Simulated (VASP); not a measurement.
These are PBE GGA, VASP's PBE PAW potentials (set 64) (plane waves; VASP) values and carry that method's errors.

VASP input:

**INCAR**
```
! general
SYSTEM  = Au
PREC    = Normal
ENCUT   = 400
LREAL   = F
LASPH   = T

! electronic loop
EDIFF   = 1E-5
NELM    = 100
NELMIN  = 4
ALGO    = Fast
LMAXMIX = 6

! smearing
ISMEAR  = 1
SIGMA   = 0.1

! functional
GGA     = PE

! ions
IBRION  = 2
NSW     = 20
ISIF    = 2
EDIFFG  = -0.03

! output
LWAVE   = F
LCHARG  = F
```

### POSCAR
```
Au
1.0
  0.0000000000   2.0776498160   2.0776498160
  2.0776498160   0.0000000000   2.0776498160
  2.0776498160   2.0776498160   0.0000000000
Au
1
Cartesian
  0.0000000000   0.0000000000   0.0000000000
```

File KPOINTS:
```
K-points
0
G
17 17 17
0 0 0
```

POTCAR, in this order: Au (PBE.64 set). Program: vasp_std.

The resulting files:

### OSZICAR
```
       N       E                     dE             d eps       ncg     rms          rms(c)
DAV:   1     0.312934222664E+02    0.31293E+02   -0.49619E+03  3507   0.855E+02
DAV:   2    -0.321277653203E+01   -0.34506E+02   -0.32342E+02  3107   0.169E+02
DAV:   3    -0.348281390153E+01   -0.27004E+00   -0.26984E+00  3537   0.151E+01
DAV:   4    -0.348360128084E+01   -0.78738E-03   -0.78737E-03  3398   0.867E-01
DAV:   5    -0.348360615173E+01   -0.48709E-05   -0.48712E-05  3395   0.648E-02    0.800E+00
RMM:   6    -0.323572652565E+01    0.24788E+00   -0.45085E-01  2970   0.709E+00    0.519E+00
RMM:   7    -0.322094752610E+01    0.14779E-01   -0.47358E-02  2970   0.252E+00    0.267E+00
RMM:   8    -0.321919383403E+01    0.17537E-02   -0.40211E-03  2970   0.649E-01    0.358E-01
RMM:   9    -0.321912443792E+01    0.69396E-04   -0.57136E-04  2970   0.257E-01    0.106E-01
RMM:  10    -0.321912961146E+01   -0.51735E-05   -0.70804E-05  2573   0.791E-02
   1 F= -.32191296E+01 E0= -.32190383E+01  d E =-.321913E+01
```

**OUTCAR**
```
------------------------ aborting loop because EDIFF is reached ----------------------------------------
  FORCE on cell =-STRESS in cart. coord.  units (eV):
  Direction    XX          YY          ZZ          XY          YZ          ZX
  --------------------------------------------------------------------------------------
  Total        0.0309339      0.0309339      0.0309339     -0.0000000      0.0000000      0.0000000
  in kB        2.7631108      2.7631108      2.7631108     -0.0000000      0.0000000      0.0000000
  external PRESSURE =       2.7631108 kB  Pullay stress =       0.0000000 kB
  volume of cell :       17.94
      direct lattice vectors                 reciprocal lattice vectors
     0.000000000  2.077649816  2.077649816    -0.240656532  0.240656532  0.240656532
     2.077649816  0.000000000  2.077649816     0.240656532 -0.240656532  0.240656532
     2.077649816  2.077649816  0.000000000     0.240656532  0.240656532 -0.240656532
 POSITION                                       TOTAL-FORCE (eV/Angst)
 -----------------------------------------------------------------------------------
      0.00000      0.00000      0.00000        -0.000000     -0.000000     -0.000000
 -----------------------------------------------------------------------------------
    total drift:                               -0.000000     -0.000000     -0.000000
  FREE ENERGIE OF THE ION-ELECTRON SYSTEM (eV)
  ---------------------------------------------------
  free  energy   TOTEN  =        -3.2191296115 eV

  energy  without entropy=       -3.2188556685  energy(sigma->0) =       -3.21903830

 reached required accuracy - stopping structural energy minimisation
```
(Selected blocks of OUTCAR.)

The compound is Au in the fcc structure. It was relaxed first, which changed the volume by +6 %.
